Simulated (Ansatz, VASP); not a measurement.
## Cross-check of Y between VASP and Ansatz

Aim: how closely do two programs agree when they are given the same cell, functional and k mesh? The cell is taken from a series of runs on this material, whose earlier steps may have relaxed, scaled, displaced or heated it; both programs get it as it stands.

Program: Ansatz 0.2.0. Level of theory: plane waves, with VASP 6.6.1 beside it; zone-centre phonons at LDA. Results are calculated unless marked as measured.

## 1. Set-up

The structure is hexagonal, space group P6_3/mmc (No. 194). Conventional cell: a = 3.436 Å, b = 3.436 Å, c = 5.622 Å, α = 90.00°, β = 90.00°, γ = 120.00°. Nearest to Y lie 12 Y at 3.44 Å.

## 2. VASP: zone-centre phonons, LDA, pair 1

Second derivatives magnify differences that forces hide, and they need a tight electronic threshold.

Lines of VASP's logs that name or quote its potential files are left out, and so is its time.

Input file INCAR:

```
SYSTEM = Y
PREC = Accurate
ENCUT = 500
EDIFF = 1E-08
NELM = 120
ISMEAR = 1
SIGMA = 0.2
LREAL = .FALSE.
ALGO = Normal
GGA = CA
NBANDS = 17
LASPH = .TRUE.
LORBIT = 11
LWAVE = .FALSE.
LCHARG = .FALSE.
ISIF = 2
IBRION = 8
GGA_COMPAT = .FALSE.
KPAR = 2
```

Input file POSCAR:

```
Y
1.0
    3.4360634103      0.0000000000      0.0000000000
   -1.7180317052      2.9757182023      0.0000000000
    0.0000000000      0.0000000000      5.6220597053
Y
2
Direct
    0.3333333333      0.6666666667      0.2500000000
    0.6666666667      0.3333333333      0.7500000000
```

Input file KPOINTS:

```
Automatic mesh
0
Gamma
15 15 8
0 0 0
```

PAW data sets: Y_sv (LDA family, release 64).

On the command line:

```bash
$ mpirun -np 2 vasp_std
```

Numbers of over 12 decimals in the logs are rounded to 6 here.

The program printed:

```text
[banner, memory and clock lines left out]
running    2 mpi-ranks, on    1 nodes
 distrk:  each k-point on    1 cores,    2 groups
 distr:  one band on    1 cores,    1 groups

 POSCAR found type information on POSCAR Y
 POSCAR found :  1 types and       2 ions
 LDA part: xc-table for (Slater(with rela. corr.)+CA(PZ))
 , standard interpolation
 POSCAR, INCAR and KPOINTS ok, starting setup
 FFT: planning ... GRIDC
 FFT: planning ... GRID_SOFT
 FFT: planning ... GRID
 WAVECAR not read
 entering main loop
       N       E                     dE             d eps       ncg     rms          rms(c)
DAV:   1     0.870939653969E+02    0.87094E+02   -0.11483E+04  4590   0.122E+03
DAV:   2    -0.726454254878E+01   -0.94359E+02   -0.93202E+02  5817   0.266E+02
DAV:   3    -0.140392759294E+02   -0.67747E+01   -0.67149E+01  8038   0.439E+01
DAV:   4    -0.141970308899E+02   -0.15775E+00   -0.15760E+00  5522   0.700E+00
DAV:   5    -0.142007547204E+02   -0.37238E-02   -0.37234E-02  6668   0.806E-01    0.351E+01
DAV:   6    -0.139144052630E+02    0.28635E+00   -0.37096E-01  4931   0.394E+00    0.216E+01
DAV:   7    -0.138796060297E+02    0.34799E-01   -0.72470E-01  6580   0.483E+00    0.174E+00
DAV:   8    -0.138676161092E+02    0.11990E-01   -0.11459E-01  5756   0.210E+00    0.446E-01
DAV:   9    -0.138677509152E+02   -0.13481E-03   -0.47391E-03  6166   0.484E-01    0.184E-01
DAV:  10    -0.138677174173E+02    0.33498E-04   -0.37803E-04  6688   0.147E-01    0.422E-02
DAV:  11    -0.138677189664E+02   -0.15491E-05   -0.18725E-05  6401   0.306E-02    0.389E-02
DAV:  12    -0.138677187523E+02    0.21416E-06   -0.47152E-06  5305   0.189E-02    0.988E-03
DAV:  13    -0.138677186862E+02    0.66043E-07   -0.22674E-07  6791   0.355E-03    0.531E-04
DAV:  14    -0.138677186872E+02   -0.10155E-08   -0.71105E-09  3694   0.613E-04
   1 F= -.13867719E+02 E0= -.13866696E+02  d E =-.306946E-02
 Linear response reoptimize wavefunctions to high precision
DAV:   1    -0.138677186880E+02   -0.76170E-09   -0.30482E-09  4800   0.378E-04
DAV:   2    -0.138677186880E+02   -0.10914E-10   -0.19086E-10  3195   0.106E-04
 Linear response DOF=           2
 Linear response progress:
  Degree of freedom:   1/  2
       N       E                     dE             d eps       ncg     rms          rms(c)
RMM:   1    -0.255594156874E+00   -0.25559E+00    0.39411E+00 22664   0.105E+01
RMM:   2    -0.241451151699E+00    0.14143E-01   -0.19220E-01 32914   0.198E+00    0.171E-01
RMM:   3    -0.242899996148E+00   -0.14488E-02   -0.15305E-02 39131   0.608E-01    0.837E-02
RMM:   4    -0.243344256922E+00   -0.44426E-03   -0.25947E-03 45019   0.220E-01    0.274E-02
RMM:   5    -0.243410551278E+00   -0.66294E-04   -0.47846E-04 47469   0.957E-02    0.178E-02
RMM:   6    -0.243319852910E+00    0.90698E-04   -0.10014E-04 47572   0.355E-02    0.640E-03
RMM:   7    -0.243269182580E+00    0.50670E-04   -0.98867E-05 48230   0.192E-02    0.261E-03
RMM:   8    -0.243256901664E+00    0.12281E-04   -0.10238E-04 48938   0.998E-03    0.145E-03
RMM:   9    -0.243242414089E+00    0.14488E-04   -0.75841E-05 48894   0.615E-03    0.708E-04
RMM:  10    -0.243239107935E+00    0.33062E-05   -0.52075E-05 49194   0.396E-03    0.501E-04
RMM:  11    -0.243235466592E+00    0.36413E-05   -0.30741E-05 48664   0.288E-03    0.332E-04
RMM:  12    -0.243236535761E+00   -0.10692E-05   -0.18256E-05 48603   0.223E-03    0.223E-04
RMM:  13    -0.243235997351E+00    0.53841E-06   -0.11290E-05 49555   0.179E-03    0.192E-04
RMM:  14    -0.243236471751E+00   -0.47440E-06   -0.76958E-06 49226   0.150E-03    0.348E-04
RMM:  15    -0.243235823985E+00    0.64777E-06   -0.45441E-06 48775   0.130E-03    0.247E-04
RMM:  16    -0.243235704440E+00    0.11955E-06   -0.31581E-06 49311   0.114E-03    0.249E-04
RMM:  17    -0.243235731891E+00   -0.27452E-07   -0.17956E-06 48151   0.102E-03    0.284E-04
RMM:  18    -0.243235702101E+00    0.29790E-07   -0.11219E-06 47939   0.924E-04    0.304E-04
RMM:  19    -0.243235389178E+00    0.31292E-06   -0.60301E-07 47467   0.848E-04    0.275E-04
 first order change of Fermi-energy   0.12857E-04
 force on displaced ion       1 direction 1 :  -0.989   0.000   0.000
 Linear response progress:
  Degree of freedom:   2/  2
       N       E                     dE             d eps       ncg     rms          rms(c)
RMM:   1    -0.312037477840E+00   -0.31204E+00    0.41780E+00  7662   0.107E+01
RMM:   2    -0.302628886619E+00    0.94086E-02   -0.20028E-01 11282   0.195E+00    0.420E-01
RMM:   3    -0.305041104693E+00   -0.24122E-02   -0.13585E-02 12302   0.582E-01    0.156E-01
RMM:   4    -0.305807710204E+00   -0.76661E-03   -0.22369E-03 14765   0.224E-01    0.181E-02
RMM:   5    -0.305739982670E+00    0.67728E-04   -0.42305E-04 15622   0.924E-02    0.258E-02
RMM:   6    -0.305721701219E+00    0.18281E-04   -0.91106E-05 15633   0.397E-02    0.751E-03
RMM:   7    -0.305603728797E+00    0.11797E-03   -0.30817E-05 15726   0.182E-02    0.463E-03
RMM:   8    -0.305511162397E+00    0.92566E-04   -0.31033E-05 16118   0.990E-03    0.194E-03
RMM:   9    -0.305511874551E+00   -0.71215E-06   -0.23201E-05 16059   0.584E-03    0.615E-04
RMM:  10    -0.305506028176E+00    0.58464E-05   -0.36932E-06 16455   0.378E-03    0.422E-04
RMM:  11    -0.305503216235E+00    0.28119E-05    0.26140E-06 16409   0.267E-03    0.211E-04
RMM:  12    -0.305501111115E+00    0.21051E-05    0.51967E-06 15948   0.208E-03    0.729E-05
RMM:  13    -0.305499503884E+00    0.16072E-05    0.51688E-06 16325   0.168E-03    0.586E-05
RMM:  14    -0.305500906530E+00   -0.14026E-05    0.44945E-06 15978   0.142E-03    0.150E-04
RMM:  15    -0.305500627476E+00    0.27905E-06    0.36646E-06 16163   0.123E-03    0.175E-04
RMM:  16    -0.305501789042E+00   -0.11616E-05    0.34528E-06 15660   0.110E-03    0.370E-04
RMM:  17    -0.305501073453E+00    0.71559E-06    0.30272E-06 15756   0.979E-04    0.334E-04
RMM:  18    -0.305500807269E+00    0.26618E-06    0.29060E-06 16172   0.883E-04    0.343E-04
RMM:  19    -0.305500941490E+00   -0.13422E-06    0.25757E-06 16004   0.806E-04    0.391E-04
 first order change of Fermi-energy   0.22073E-04
 force on displaced ion       1 direction 3 :   0.000  -0.000  -2.848
 Linear response finished
```

Parts of OUTCAR (step 2):

```text
ion  position               nearest neighbor table
   1  0.333  0.667  0.250-   2 3.44   2 3.44   2 3.44   2 3.44   2 3.44   2 3.44
   2  0.667  0.333  0.750-   1 3.44   1 3.44   1 3.44   1 3.44   1 3.44   1 3.44

  LATTYP: Found a hexagonal cell.
 ALAT       =     3.4360634103
 C/A-ratio  =     1.6361920704

 Subroutine GETGRP returns: Found 24 space group operations
 (whereof 12 operations were pure point group operations)

The static configuration has the point symmetry D_3d.
 The point group associated with its full space group is D_6h.

 Found    135 irreducible k-points:

   k-points           NKPTS =    135   k-points in BZ     NKDIM =    135   number of bands    NBANDS=     17

   dimension x,y,z NGX =    28 NGY =   28 NGZ =   42
   dimension x,y,z NGXF=    56 NGYF=   56 NGZF=   84

   ENCUT  =  500.0 eV  36.75 Ry    6.06 a.u.   6.26  6.26 10.25*2*pi/ulx,y,z

   NELECT =      22.0000    total number of electrons

 k-points in reciprocal lattice and weights: Automatic mesh
   0.00000000  0.00000000  0.00000000       0.001
   0.06666667  0.00000000  0.00000000       0.003
   0.13333333  0.00000000  0.00000000       0.003
   0.20000000  0.00000000  0.00000000       0.003
   0.26666667  0.00000000  0.00000000       0.003
   0.33333333  0.00000000  0.00000000       0.003
   0.40000000  0.00000000  0.00000000       0.003
   0.46666667  0.00000000  0.00000000       0.003
   0.06666667  0.06666667  0.00000000       0.003
[...]
0.33333333  0.26666667  0.50000000       0.007
   0.33333333  0.33333333  0.50000000       0.001

 average (electrostatic) potential at core
       1 -36.6445       2 -36.6445

  Total        0.8531121      0.8531121     -0.0529407     -0.0000000      0.0000000      0.0000000
  in kB       23.7776143     23.7776143     -1.4755435     -0.0000000      0.0000000      0.0000000
  external PRESSURE =      15.3598951 kB  Pullay stress =       0.0000000 kB

  energy-cutoff  :      500.00
  volume of cell :       57.48
      direct lattice vectors                 reciprocal lattice vectors
     3.436063410  0.000000000  0.000000000     0.291030718  0.168026663  0.000000000
    -1.718031705  2.975718202  0.000000000     0.000000000  0.336053326  0.000000000
     0.000000000  0.000000000  5.622059705     0.000000000  0.000000000  0.177870754

 POSITION                                       TOTAL-FORCE (eV/Angst)
 -----------------------------------------------------------------------------------
     -0.00000      1.98381      1.40551        -0.000000      0.000000      0.000000
      1.71803      0.99191      4.21654         0.000000     -0.000000      0.000000
 -----------------------------------------------------------------------------------
    total drift:                               -0.000000      0.000000     -0.000000

 Eigenvectors and eigenvalues of the dynamical matrix
 ----------------------------------------------------

   1 f  =    3.957291 THz    24.864392 2PiTHz  132.001016 cm-1    16.366033 meV
             X         Y         Z           dx          dy          dz
     -0.000000  1.983812  1.405515    -0.000000    0.000000    0.707107
      1.718032  0.991906  4.216545     0.000000    0.000000   -0.707107

   2 f  =    2.331373 THz    14.648452 2PiTHz   77.766248 cm-1     9.641782 meV
             X         Y         Z           dx          dy          dz
     -0.000000  1.983812  1.405515    -0.624946    0.330820   -0.000000
      1.718032  0.991906  4.216545     0.624946   -0.330820   -0.000000

   3 f  =    2.331373 THz    14.648452 2PiTHz   77.766248 cm-1     9.641782 meV
             X         Y         Z           dx          dy          dz
     -0.000000  1.983812  1.405515    -0.330820   -0.624946    0.000000
      1.718032  0.991906  4.216545     0.330820    0.624946    0.000000

   4 f  =    0.000000 THz     0.000000 2PiTHz    0.000001 cm-1     0.000000 meV
             X         Y         Z           dx          dy          dz
     -0.000000  1.983812  1.405515    -0.368076    0.592588    0.115587
      1.718032  0.991906  4.216545    -0.368076    0.592588    0.115587

   5 f/i=    0.000000 THz     0.000000 2PiTHz    0.000001 cm-1     0.000000 meV
             X         Y         Z           dx          dy          dz
     -0.000000  1.983812  1.405515    -0.596139   -0.335276   -0.179465
      1.718032  0.991906  4.216545    -0.596139   -0.335276   -0.179465

   6 f/i=    0.000000 THz     0.000000 2PiTHz    0.000001 cm-1     0.000000 meV
             X         Y         Z           dx          dy          dz
     -0.000000  1.983812  1.405515     0.095594    0.190866   -0.674116
      1.718032  0.991906  4.216545     0.095594    0.190866   -0.674116

 ELASTIC MODULI CONTR FROM IONIC RELAXATION (kBar)
 Direction    XX          YY          ZZ          XY          YZ          ZX
 --------------------------------------------------------------------------------
 XX         -41.7144     41.7144      0.0000      0.0000     -0.0000      0.0000
 YY          41.7144    -41.7144     -0.0000      0.0000      0.0000      0.0000
 ZZ           0.0000     -0.0000     -0.0000     -0.0000      0.0000      0.0000
 XY           0.0000      0.0000     -0.0000    -41.7144      0.0000      0.0000
 YZ          -0.0000      0.0000      0.0000      0.0000     -0.0000      0.0000
 ZX           0.0000      0.0000      0.0000      0.0000      0.0000      0.0000
 --------------------------------------------------------------------------------
```

## 3. Ansatz: zone-centre phonons, LDA, pair 1

Ansatz runs on its PAW soft_1 files.

The same cell, functional (in two slightly different forms), mesh and smearing now go to Ansatz, which takes its cutoff from its data sets.

Input file input.yaml:

```yaml
crystal:
  lattice:
    - [3.4360634103, 0.0, 0.0]
    - [-1.7180317052, 2.9757182023, 0.0]
    - [0.0, 0.0, 5.6220597053]
  atoms:
    - { symbol: "Y", position: [0.3333333333, 0.6666666667, 0.25] }
    - { symbol: "Y", position: [0.6666666667, 0.3333333333, 0.75] }
kpoints:
  mp_grid: { grid: [15, 15, 8] }
hamiltonian:
  xc: lda
  pseudopotentials: { kind: paw, azcp: { folder: soft_1 }, xc_functional: pbe }
scf:
  occupations: { method: methfessel_paxton, width: 0.2 }
output:
  eigenvalues: true
phonons:
  method: dfpt
```

On the command line:

```bash
$ ansatz run input.yaml --threads 4 --pin off --max-ram 10240MiB --backend cpu --events-out ev --progress --plain --runs-dir out
```

The program printed:

```text
zone centre: on kpoints.mp_grid the ground state, and the responses unless they are solved on pairs of k-points, stand on 320 of the mesh's 1800 k-points, reduced under 4 symmetry operations, with k and −k counted as one. Each operation leaves every solved displacement unchanged or reverses it
Engine: ansatz 0.2.0, x86_64-unknown-linux-gnu
Pseudopotentials: kind: paw
Pseudopotential: Y, paw, valence charge 11, recommended cutoff 420 eV (normal), soft_1/Y.paw.azcp
Functional definition: SPW92
  exchange = slater_x
  correlation = pw_c
Crystal: 2 atoms, lattice volume = 57.484 Å³
Basis set: ecut = 420 eV, 1099 PW (Γ), exchange–correlation on 48×48×80 points (8 copies of the dense FFT grid, shifted against one another)
Bands: 15, of which v1, the nominal top of the filled ones, is band 11 counted from 1 (10 counted from 0)
Symmetry: 24 space group operations
k-points: 320 of 1800 (irreducible under 4 space group operations, time reversal used)
Non-local potential: Y, projectors of the file, l = 0: 3, l = 1: 2, l = 2: 2, l = 3: 1
PAW form: soft (Blöchl's): semilocal exchange-correlation on the pseudo side does not see the compensation charge
PAW frozen core: Y, regenerated for the run's functional, and the local potential with it (the file was generated under x = pbe(κ = 0.804, μ = 0.219515), c = pbe(β = 0.066725))
PAW one-centre angular grid: Y, 590 points (default); XC on 64 Gauss nodes
Initial density: superposition of atomic densities (chi_scale 0.1, normalization cell)
Initial wavefunctions: pseudopotential atomic-orbital guess
Functional: x = slater, c = lda
SCF iter   1: F=—  HF=-7491.170657 eV  |F-HF|=—  |Δ(HF+E_count)|=         —  Δρ=1.20e-2  dr2=1.27e-1  ethr=3.10e-3  ⟨swp⟩=4.5  Hψ=20461  notcnv=0
preconditioner: auto → Kerker (q_TF=auto, 2.325 Å⁻¹)  [metal: Δε(μ)=0.026 eV  Ē_g=2.748 eV  σ=0.200 eV  W_gap=0.11  n_scr=10 (ndim 8)  ℏωp=12.0 eV  f_vac=0.000  D(μ)=3.81/eV (n_scr^D=36)]
SCF iter   2: F=—  HF=-7491.140992 eV  |F-HF|=—  |Δ(HF+E_count)|=   2.97e-2  S|Δr|=    0.00e0  Δρ=7.44e-3  dr2=4.84e-2  ethr=5.75e-4  ⟨swp⟩=1.0  Hψ=7360  notcnv=0
SCF iter   3: F=—  HF=-7491.123397 eV  |F-HF|=—  |Δ(HF+E_count)|=   1.76e-2  S|Δr|=    0.00e0  Δρ=1.09e-3  dr2=7.81e-4  ethr=2.20e-4  ⟨swp⟩=2.9  Hψ=8461  notcnv=0
SCF iter   4: F=—  HF=-7491.123309 eV  |F-HF|=—  |Δ(HF+E_count)|=   8.89e-5  S|Δr|=    0.00e0  Δρ=2.14e-4  dr2=2.18e-5  ethr=3.55e-6  ⟨swp⟩=2.7  Hψ=7940  notcnv=0
SCF iter   5: F=—  HF=-7491.123303 eV  |F-HF|=—  |Δ(HF+E_count)|=   5.44e-6  S|Δr|=    0.00e0  Δρ=3.72e-5  dr2=5.55e-7  ethr=9.91e-8  ⟨swp⟩=2.1  Hψ=8292  notcnv=0
SCF iter   6: F=—  HF=-7491.123303 eV  |F-HF|=—  |Δ(HF+E_count)|=   2.68e-7  S|Δr|=    0.00e0  Δρ=6.43e-6  dr2=1.29e-8  ethr=2.52e-9  ⟨swp⟩=1.0  Hψ=4876  notcnv=0
SCF iter   7: F=—  HF=-7491.123303 eV  |F-HF|=—  |Δ(HF+E_count)|=   2.14e-9  S|Δr|=    0.00e0  Δρ=1.23e-6  dr2=6.02e-10  ethr=5.89e-11  ⟨swp⟩=2.5  Hψ=8419  notcnv=0
SCF iter   8: F=-7491.123303 eV  HF=-7491.123303 eV  |F-HF|=3.64e-12  |Δ(HF+E_count)|=  8.09e-11  S|Δr|=    0.00e0  Δρ=9.06e-8  dr2=3.90e-12  ethr=1.00e-12  ⟨swp⟩=4.8  Hψ=21862  notcnv=0
SCF 1 converged in 8 iterations: F = -7491.123303 eV  dr2 = 3.90e-12
  greatest PAW one-centre occupation: 0.992 electrons in one spin orbital (limit 2), on the Y atom at site 1 (counted from 0), in its partial waves of l = 0
DFPT response loops at Γ: preconditioner auto → Kerker (q_TF=auto, 2.325 Å⁻¹) (partly filled bands, converged f_vac=0.000); β = 1.00, the filter's whole step (`scf.mixing.beta` (0.50) is not read by the response loops under this deck's `scf.mixing.preconditioner`; to damp them name `kerker` or `kerker_dos`, under which they read `scf.mixing.beta`, and type it under 1.00, their step now; both keys bind the ground state too); Broyden in place of MSR1
SCF converged after 8 iterations
Stability not checked: this state was not tested for a lower state beside it, because cold or Methfessel-Paxton smearing, or corrected tetrahedra, fill the levels in a way that the test cannot read (fill_not_monotonic; see scf.lower_state_search)
Free energy (F): -7491.123303 eV
Harris-Foulkes:  -7491.123303 eV  (|F-HF|=3.64e-12)
Internal energy: -7491.120160 eV  (E = F + TS)
E sigma→0 (E₀):  -7491.122517 eV
Entropy (-TS):   -0.003143 eV (-1.571 meV/atom)
Fermi energy:    10.741570 eV
Step filling:    the computed levels leave a gap of 0.0000 eV = 0.0 smearing widths at the electron count; against every level under it full and every level over it empty, smearing changes F+E_penalty+E_count by -0.248 meV and its σ→0 estimate by +0.538 meV
--- Per-component energies (eV) ---
  E_band       = -207.150390
  E_kinetic    = 635.952039
  E_local      = -1114.430504  (includes V_loc(G=0)·N_el)
  E_nonlocal   = 62.530671
  E_hartree    = 351.756345
  E_xc         = -354.950147
  E_vxc        = -411.261391  (∫ρ·V_xc dr)
  E_paw        = -5429.829367  (= ΣΔE_a)
  E_vpaw       = -83.453951  (= ΣTr[D̂ρ^β])
  E_aug_tail   = 0.000045  (compensation charges beyond the density's cutoff)
  E_ewald      = -1642.808413
  E_core_change = 0.659170  (= ΣΔE_core)
  E_smearing   = -0.003143  (= −TS)
  E_closure    = -0.000000  (closes the sum)
  Σ components = -7491.123303   (vs F -7491.123303, Δ=0.00e0)
--- Band table (eV; the first three rows and the last of 320) ---
  k-point 0: bands = [... 7 lower, -11.1347, 5.8926, 8.5994, 11.8462, 12.5490, 12.6063, 12.6063, 13.2268]
  k-point 1: bands = [... 7 lower, -11.1409, 6.0045, 8.5494, 11.7164, 12.4495, 12.5631, 12.5631, 13.1465]
  k-point 2: bands = [... 7 lower, -11.1529, 6.3267, 8.3565, 11.4789, 12.1848, 12.4982, 12.4982, 12.9547]
  k-point 319: bands = [... 7 lower, -11.3001, 9.3140, 9.3140, 10.8933, 10.8933, 11.5493, 11.5493, 13.4317]
--- Phonons (Γ-DFPT): 2 representative perturbations + reference, on 320 of 1800 k-points (Σ response iterations 6) ---
  k mesh reduced under 4 symmetry operations, with k and −k counted as one. Each operation leaves every solved displacement unchanged or reverses it
  ASR residual: 4.565e-5 → 0.000e0 eV/Å²; symmetrization residual: 1.365e-10 eV/Å²
  ASR residual per site (eV/Å²): 4.56e-5 4.56e-5
  Γ frequencies (cm⁻¹): 0.00 0.00 0.00 77.75 77.75 133.26
  non-analytic LO–TO correction: not included (Born effective charges unavailable; polar crystals: no LO–TO splitting at Γ)
```

## 4. Comparison

Known differences besides the potentials themselves: the two LDA forms differ slightly; the cutoff is 420 eV in Ansatz and 500 eV in VASP; VASP's log shows a relativistic correction to its local exchange, Ansatz's none. Total energies have different zeros and are not compared.

Compared:

```tsv
quantity	Ansatz	VASP	difference
optical mode 1 to 2 (cm⁻¹)	77.8	77.8	-0.02 %
optical mode 3 (cm⁻¹)	133.3	132.0	+0.95 %
```

Modes are paired by rising frequency, not by their patterns, so a pair may set unlike modes beside each other; they are those without the splitting of longitudinal modes.

(Continued in part 2 of 2.)

[Lines on the potential files, build, host, timing and source positions are cut from VASP's logs without a mark.]

[Logs are printed without paths, hosts, clocks, repeated set-up lines and the standing remarks that a program may print on its own settings, such as how far it seeks lower states.]

[Hosts, paths, dates, database ids (printed as entryN), source tags and the programs' standing remarks are cut or masked in the printed files.]
